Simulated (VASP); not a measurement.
Data:

```xyz
1
Lattice="-1.5352 1.5352 1.5352 1.5352 -1.5352 1.5352 1.5352 1.5352 -1.5352" Properties=species:S:1:pos:R:3 pbc="T T T"
V      0.0000     0.0000     0.0000
```

These are vdW-DF2, VASP's PBE PAW potentials (set 64) (plane waves; VASP) values and carry that method's errors. Settings: 520 eV cut-off, 17×17×17 Γ-centred mesh, first-order Methfessel-Paxton smearing of 0.10 eV, potentials V_sv.

What does the run give for the energy per atom (σ→0), pressure, band gap (on the k-mesh) with the smallest direct gap where there is one?

```json
{
  "band gap (on the k-mesh)": "none (metal, semimetal or under 0.01 eV)",
  "energy per atom (σ→0)": "-494.6 kJ/mol of atoms",
  "pressure": "-4.42 GPa"
}
```

The absolute energy has meaning only against runs of the same code, potentials and settings.

The compound is V in the bcc structure. This cell is one point of a volume scan, at 1.03 of the reference volume. The run is not spin-polarised, so no magnetic state was tried.
